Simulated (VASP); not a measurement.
Consider the following.

```yaml
crystal:
  lattice:
    - [3.86348, 0.00000, 0.00000]
    - [-1.93174, 3.34587, 0.00000]
    - [0.00000, 0.00000, 6.34144]
  atoms:
    - { symbol: Al, position: [0.33333, 0.66667, 0.00007] }
    - { symbol: Al, position: [0.66667, 0.33333, 0.50007] }
    - { symbol: P, position: [0.33333, 0.66667, 0.37493] }
    - { symbol: P, position: [0.66667, 0.33333, 0.87493] }
```

Level of theory: PBEsol GGA, VASP's PBE PAW potentials (set 64) (plane waves; VASP). Settings: 400 eV cut-off, 7×7×4 Γ-centred mesh, tetrahedra with Blöchl corrections, potentials Al P.

**Question.** Predict the energy per atom (σ→0).

**Answer.** 
The energy per atom (σ→0) is -5.494 eV/atom.

The absolute energy has meaning only against runs of the same code, potentials and settings.

The structure comes from a computed database's AlP entry (P6_3mc); how it stands against other phases isn't given here. The cell was not relaxed at this level.
